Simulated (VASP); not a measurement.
Input:

```xyz
2
Lattice="2.8958 0.0000 0.0000 0.0000 2.8958 0.0000 0.0000 0.0000 2.8958" Properties=species:S:1:pos:R:3 pbc="T T T"
Cr     0.0000     0.0000     0.0000
Cr     1.4479     1.4479     1.4479
```
Starting moments (μB, in the order of the record's atoms Cr Cr): 1.2 -1.2.

The numbers are results of revTPSS meta-GGA, VASP's PBE PAW potentials (set 64) (plane waves; VASP), not measurements. Run with 520 eV cut-off, 13×13×13 Γ-centred mesh, first-order Methfessel-Paxton smearing of 0.10 eV, potentials Cr_pv.

Task: Give the stress tensor in GPa (positive for a compressed cell).

Result: 
```
-9.76   0.00   0.00
 0.00  -9.76   0.00
 0.00   0.00  -9.76
```
The pressure is its mean diagonal, -9.76 GPa.

The compound is Cr in the bcc, AFM order structure. This cell is one point of a volume scan, at 1.06 of the reference volume.
